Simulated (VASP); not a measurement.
VASP input:

### KPOINTS
```
Automatic mesh
0
Gamma
8 8 8
0 0 0
```

INCAR:
```
! general
SYSTEM    =  Cu3Au
PREC      =  Accurate
ENCUT     =  520   ! plane-wave cut-off (eV)
LREAL     =  .FALSE.   ! projection in real space or not
LASPH     =  .TRUE.   ! aspherical one-centre terms

! electronic loop
EDIFF     =  1E-7
NELM      =  100
ALGO      =  Normal   ! blocked Davidson
LMAXMIX   =  6   ! l cut-off of mixed one-centre charges

! smearing
ISMEAR    =  1   ! Methfessel-Paxton
SIGMA     =  0.1

! functional
GGA       =  ML
LUSE_VDW  =  .TRUE.
AGGAC     =  0.0
ZAB_VDW   =  -1.8867

! ions
ISIF      =  2

! output
LWAVE     =  .FALSE.
LCHARG    =  .FALSE.
```

File POSCAR:
```
Cu3Au
3.923680
  1.0000001273   0.0000000000   0.0000000000
  0.0000000000   1.0000001273   0.0000000000
  0.0000000000   0.0000000000   1.0000001273
Cu Au
3 1
direct
  0.0000000000   0.5000000000   0.5000000000
  0.5000000000   0.0000000000   0.5000000000
  0.5000000000   0.5000000000   0.0000000000
  0.0000000000   0.0000000000   0.0000000000
```

POTCAR, in this order: Cu Au (PBE.64 set). Program: vasp_std.

**Question.** Write an equivalent input for Quantum ESPRESSO's pw.x.

**Answer.** One equivalent input (not run):
```
&CONTROL
  calculation = 'scf'
  pseudo_dir = './pseudo'
  outdir = './out'
  tprnfor = .true.
  tstress = .true.
/
&SYSTEM
  ibrav = 0
  nat = 4
  ntyp = 2
  ecutwfc = 92
  occupations = 'smearing'
  smearing = 'methfessel-paxton'
  degauss = 0.00735
  input_dft = 'vdw-df2'
/
&ELECTRONS
  conv_thr = 7.3e-09
  electron_maxstep = 100
/
ATOMIC_SPECIES
  Cu 63.546 Cu.upf
  Au 196.967 Au.upf
CELL_PARAMETERS angstrom
     3.9236805    0.0000000    0.0000000
     0.0000000    3.9236805    0.0000000
     0.0000000    0.0000000    3.9236805
ATOMIC_POSITIONS crystal
  Cu   0.0000000  0.5000000  0.5000000
  Cu   0.5000000  0.0000000  0.5000000
  Cu   0.5000000  0.5000000  0.0000000
  Au   0.0000000  0.0000000  0.0000000
K_POINTS automatic
  8 8 8 0 0 0
```
What does not carry over: the potentials are each code's own (VASP's PAW set, PseudoDojo norm-conserving files in pw.x), so ENCUT and ecutwfc are chosen apart and not converted; conv_thr bounds pw.x's estimated SCF error, while EDIFF bounds the energy change between steps.

The compound is Cu3Au in the L1_2 structure. It was relaxed first, which changed the volume by +15 %.
